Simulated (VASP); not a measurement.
Computed with LDA (Ceperley-Alder, Perdew-Zunger), VASP's LDA PAW potentials (set 64) (plane waves; VASP).

VASP input:

**INCAR**
```
SYSTEM=CsGeBr3
PREC=Accurate; ENCUT=300; LREAL=.False.
LASPH=.True.
EDIFF=1E-6; NELM=100; ALGO=Normal
LMAXMIX=4
ISMEAR=-1; SIGMA=0.01
ISIF=2
LWAVE=.False.; LCHARG=.False.
```

### KPOINTS
```
Automatic mesh
0
gamma
  3 3 3
```

### POSCAR
```
CsGeBr3
1.0
  5.5333300000   0.0000000000   0.0000000000
  0.0000000000   5.5333300000   0.0000000000
  0.0000000000   0.0000000000   5.5333300000
Cs Ge Br
1 1 3
Cart
  0.0097939941   0.0185200555  -0.0062747962
  2.7874537208   2.6565295997   2.8267901638
  2.8389247565   2.8855485950  -0.0113543932
  0.0249110517   2.8237191656   2.7222046935
  2.6389170103  -0.0843168825   2.7686293322
```

POTCAR, in this order: Cs_sv Ge_d Br (LDA.64 set). Program: vasp_std.

The resulting files:

File OSZICAR:
```
       N       E                     dE             d eps       ncg     rms          rms(c)
DAV:   1     0.337269448495E+03    0.33727E+03   -0.15184E+04   774   0.157E+03
DAV:   2     0.278393205279E+02   -0.30943E+03   -0.30233E+03   860   0.378E+02
DAV:   3    -0.171285977157E+02   -0.44968E+02   -0.43623E+02   924   0.129E+02
DAV:   4    -0.186453653587E+02   -0.15168E+01   -0.15145E+01   856   0.280E+01
DAV:   5    -0.186757062250E+02   -0.30341E-01   -0.30329E-01   966   0.385E+00    0.522E+00
DAV:   6    -0.183216550441E+02    0.35405E+00   -0.72440E-01   968   0.515E+00    0.315E+00
DAV:   7    -0.182856784356E+02    0.35977E-01   -0.24190E-01   896   0.225E+00    0.107E+00
DAV:   8    -0.182843319745E+02    0.13465E-02   -0.35797E-02   920   0.145E+00    0.115E-01
DAV:   9    -0.182839648678E+02    0.36711E-03   -0.24470E-03   944   0.419E-01    0.587E-02
DAV:  10    -0.182840143192E+02   -0.49451E-04   -0.28154E-04   864   0.105E-01    0.320E-02
DAV:  11    -0.182840096555E+02    0.46637E-05   -0.43628E-05   976   0.573E-02    0.500E-03
DAV:  12    -0.182840097027E+02   -0.47167E-07   -0.78043E-06   840   0.220E-02
   1 F= -.18284010E+02 E0= -.18284010E+02  d E =-.144851E-14
```

File OUTCAR:
```
------------------------ aborting loop because EDIFF is reached ----------------------------------------
  FORCE on cell =-STRESS in cart. coord.  units (eV):
  Direction    XX          YY          ZZ          XY          YZ          ZX
  --------------------------------------------------------------------------------------
  Total       -2.8383668     -2.8937668     -2.7796589      0.0132184     -0.0856680     -0.0087167
  in kB      -26.8422788    -27.3661936    -26.2870813      0.1250056     -0.8101578     -0.0824336
  external PRESSURE =     -26.8318512 kB  Pullay stress =       0.0000000 kB
  volume of cell :      169.42
      direct lattice vectors                 reciprocal lattice vectors
     5.533330000  0.000000000  0.000000000     0.180723000  0.000000000  0.000000000
     0.000000000  5.533330000  0.000000000     0.000000000  0.180723000  0.000000000
     0.000000000  0.000000000  5.533330000     0.000000000  0.000000000  0.180723000
 POSITION                                       TOTAL-FORCE (eV/Angst)
 -----------------------------------------------------------------------------------
      0.00979      0.01852      5.52706        -0.004417     -0.004613      0.003326
      2.78745      2.65653      2.82679        -0.042046      0.149725     -0.011660
      2.83892      2.88555      5.52198        -0.039634     -0.219917     -0.068602
      0.02491      2.82372      2.72220        -0.068362     -0.165783      0.061728
      2.63892      5.44901      2.76863         0.154459      0.240588      0.015208
 -----------------------------------------------------------------------------------
    total drift:                               -0.001177      0.002076      0.002389
  FREE ENERGIE OF THE ION-ELECTRON SYSTEM (eV)
  ---------------------------------------------------
  free  energy   TOTEN  =       -18.2840097027 eV

  energy  without entropy=      -18.2840097027  energy(sigma->0) =      -18.28400970
```
(Selected blocks of OUTCAR.)

At this cut-off the stress carries a Pulay error, which pulls relaxed volumes low.

The structure comes from a computed database's CsGeBr3 entry; how it stands against other phases isn't given here. The cell was not relaxed at this level, atoms are displaced from their ideal sites. The run is one of a series of settings (GGA removed, POTCAR Cs_sv Ge_d Br (LDA.64 set) against the base run), some of them coarse on purpose.
